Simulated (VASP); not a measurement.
# InP: GW quasiparticle gap, part 3 of 7

How does the gap of InP change from the starting functional to GW? The cell is of the zinc-blende type, one of the forms listed for this formula. The start is a cell from a database of measured crystal structures.

VASP 6.6.1, plane waves and PAW; the level of theory is named at each step.

So far, gap on the k-mesh (eV): step 3 (empty bands, functional LDA) 0.500.

The database entry behind the starting cell differs from later determinations by our own check (0.1 to 0.3 % short, probably kX units), so it need not match the best structure at ambient conditions.

## (4) evGW0 (continued)

Level of this step: evGW0 on LDA; plane waves and PAW (In_d_GW, P_GW) (VASP).

OUTCAR, selected parts (step 4):

```text
The static configuration has the point symmetry T_d .

 Found     16 irreducible k-points:

   k-points           NKPTS =     16   k-points in BZ     NKDIM =    216   number of bands    NBANDS=    280

   NELECT =      18.0000    total number of electrons

 E-fermi :   3.9853

 QP shifts <psi_nk| G(iteration)W_0 |psi_nk>: iteration 1
 for sc-GW calculations column KS-energies equals QP-energies in previous step
 and V_xc(KS)=  KS-energies - (<T + V_ion + V_H > + <T+V_H+V_ion>^1  + <V_x>^1)
 k-point   1 :       0.0000    0.0000    0.0000
  band No.  KS-energies  QP-energies   sigma(KS)   V_xc(KS)     V^pw_x(r,r')   Z            occupation Imag(sigma)
    ...
      6      -7.8160      -8.1928     -12.0961     -11.4783     -18.2388       0.6099       2.0000       0.4882
      7       3.7354       3.2476     -13.0542     -12.3923     -13.7491       0.7369       2.0000      -0.2962
      8       3.7354       3.2476     -13.0542     -12.3923     -13.7491       0.7369       2.0000      -0.2962
      9       3.7354       3.2476     -13.0542     -12.3923     -13.7491       0.7369       2.0000      -0.2962
     10       4.2352       4.4072     -11.1218     -11.3472      -7.3334       0.7632       0.0000      -0.3755
     11       7.6861       7.9206     -10.0619     -10.3720      -5.5950       0.7565       0.0000      -0.3677
     12       7.6861       7.9206     -10.0619     -10.3720      -5.5950       0.7565       0.0000      -0.3677
     13       7.6861       7.9206     -10.0619     -10.3720      -5.5950       0.7565       0.0000      -0.3677
    ...

 k-point   2 :       0.1667    0.0000    0.0000
  band No.  KS-energies  QP-energies   sigma(KS)   V_xc(KS)     V^pw_x(r,r')   Z            occupation Imag(sigma)
    ...
      6      -7.4999      -7.9231     -12.2906     -11.6118     -18.2694       0.6234       2.0000       0.4401
      7       1.4812       1.0066     -12.4009     -11.7460     -13.5940       0.7247       2.0000      -0.2981
      8       3.4229       2.9275     -12.8686     -12.1954     -13.6610       0.7359       2.0000      -0.2903
      9       3.4229       2.9275     -12.8686     -12.1954     -13.6610       0.7359       2.0000      -0.2903
     10       5.3682       5.5319     -10.9499     -11.1660      -7.0304       0.7574       0.0000      -0.3619
     11       8.0799       8.2738     -10.3252     -10.5858      -5.7390       0.7439       0.0000      -0.3533
     12       8.1321       8.3703     -10.1933     -10.5115      -5.5790       0.7486       0.0000      -0.3730
     13       8.1321       8.3703     -10.1933     -10.5115      -5.5790       0.7486       0.0000      -0.3730
    ...

 k-point   3 :       0.3333    0.0000    0.0000
  band No.  KS-energies  QP-energies   sigma(KS)   V_xc(KS)     V^pw_x(r,r')   Z            occupation Imag(sigma)
    ...
      6      -6.6799      -7.1838     -12.7478     -11.9716     -18.3626       0.6493       2.0000       0.3287
      7      -0.9181      -1.4361     -11.9537     -11.2091     -14.4475       0.6958       2.0000      -0.2021
      8       2.9410       2.4304     -12.6802     -11.9832     -13.6765       0.7326       2.0000      -0.2792
      9       2.9410       2.4304     -12.6802     -11.9832     -13.6765       0.7326       2.0000      -0.2792
     10       5.2085       5.3912     -10.5148     -10.7539      -6.5064       0.7641       0.0000      -0.3720
     11       8.4816       8.7023      -9.9698     -10.2662      -5.2606       0.7445       0.0000      -0.3691
     12       8.4816       8.7023      -9.9698     -10.2662      -5.2606       0.7445       0.0000      -0.3691
     13       9.8279      10.0050     -10.1302     -10.3756      -4.8203       0.7218       0.0000      -0.3719
    ...

 QP shifts <psi_nk| G(iteration)W_0 |psi_nk>: iteration 2
 k-point   1 :       0.0000    0.0000    0.0000
  band No. old QP-enery  QP-energies   sigma(KS)   T+V_ion+V_H  V^pw_x(r,r')   Z            occupation Imag(sigma)
    ...
      6      -8.1928      -8.3864     -12.1697       3.6623     -18.2388       0.6154       2.0000       0.4544
      7       3.2476       3.1586     -13.0004      16.1277     -13.7491       0.7401       2.0000      -0.2991
      8       3.2476       3.1586     -13.0004      16.1277     -13.7491       0.7401       2.0000      -0.2991
      9       3.2476       3.1586     -13.0004      16.1277     -13.7491       0.7401       2.0000      -0.2991
     10       4.4072       4.4102     -11.1712      15.5823      -7.3334       0.7654       0.0000      -0.3766
     11       7.9206       7.9432     -10.1074      18.0580      -5.5950       0.7552       0.0000      -0.3680
     12       7.9206       7.9432     -10.1074      18.0580      -5.5950       0.7552       0.0000      -0.3680
     13       7.9206       7.9432     -10.1074      18.0580      -5.5950       0.7552       0.0000      -0.3680
    ...

 QP shifts <psi_nk| G(iteration)W_0 |psi_nk>: iteration 3
 k-point   1 :       0.0000    0.0000    0.0000
  band No. old QP-enery  QP-energies   sigma(KS)   T+V_ion+V_H  V^pw_x(r,r')   Z            occupation Imag(sigma)
    ...
      6      -8.3864      -8.4509     -12.1535       3.6623     -18.2388       0.6148       2.0000       0.4616
      7       3.1586       3.1394     -12.9950      16.1277     -13.7491       0.7409       2.0000      -0.3009
      8       3.1586       3.1394     -12.9950      16.1277     -13.7491       0.7409       2.0000      -0.3009
      9       3.1586       3.1394     -12.9950      16.1277     -13.7491       0.7409       2.0000      -0.3009
     10       4.4102       4.4049     -11.1791      15.5823      -7.3334       0.7659       0.0000      -0.3780
     11       7.9432       7.9429     -10.1152      18.0580      -5.5950       0.7554       0.0000      -0.3682
     12       7.9432       7.9429     -10.1152      18.0580      -5.5950       0.7554       0.0000      -0.3682
     13       7.9432       7.9429     -10.1152      18.0580      -5.5950       0.7554       0.0000      -0.3682
    ...

 QP shifts <psi_nk| G(iteration)W_0 |psi_nk>: iteration 4
 k-point   1 :       0.0000    0.0000    0.0000
  band No. old QP-enery  QP-energies   sigma(KS)   T+V_ion+V_H  V^pw_x(r,r')   Z            occupation Imag(sigma)
    ...
      6      -8.4509      -8.4702     -12.1446       3.6623     -18.2388       0.6147       2.0000       0.4659
      7       3.1394       3.1347     -12.9946      16.1277     -13.7491       0.7408       2.0000      -0.3014
      8       3.1394       3.1347     -12.9946      16.1277     -13.7491       0.7408       2.0000      -0.3014
      9       3.1394       3.1347     -12.9946      16.1277     -13.7491       0.7408       2.0000      -0.3014
     10       4.4049       4.4025     -11.1805      15.5823      -7.3334       0.7659       0.0000      -0.3784
     11       7.9429       7.9417     -10.1167      18.0580      -5.5950       0.7555       0.0000      -0.3683
     12       7.9429       7.9417     -10.1167      18.0580      -5.5950       0.7555       0.0000      -0.3683
     13       7.9429       7.9417     -10.1167      18.0580      -5.5950       0.7555       0.0000      -0.3683
    ...

[... 7 parts as in an earlier step ...]

[... 26 further parts left out ...]
```

Numbers from this step:

```
quasiparticle gap on the mesh                 : 1.268 eV
smallest direct quasiparticle gap on the mesh : 1.268 eV
gap of the starting orbitals on the mesh      : 0.4998 eV
```

QP gap by iteration, by row:

```csv
iteration,gap (eV),direct gap (eV)
1,1.16,1.16
2,1.252,1.252
3,1.266,1.266
4,1.268,1.268
```

GW takes the gap from 0.500 to 1.268 eV. Spin-orbit coupling is left out. The value holds for 280 bands, ENCUTGW = 180 eV and this mesh, and isn't shown to be converged in them.

(Continued in part 4 of 7.)

[Lines on the potential files, build, host, timing and source positions are cut from VASP's logs without a mark.]

[Logs are printed without paths, hosts, clocks, repeated set-up lines and the standing remarks that a program may print on its own settings, such as how far it seeks lower states.]

[Hosts, paths, dates, database ids (printed as entryN), source tags and the programs' standing remarks are cut or masked in the printed files.]

[Pressures printed for these runs are not shown converged in the cutoff: they can be off by several GPa and have the wrong sign.]
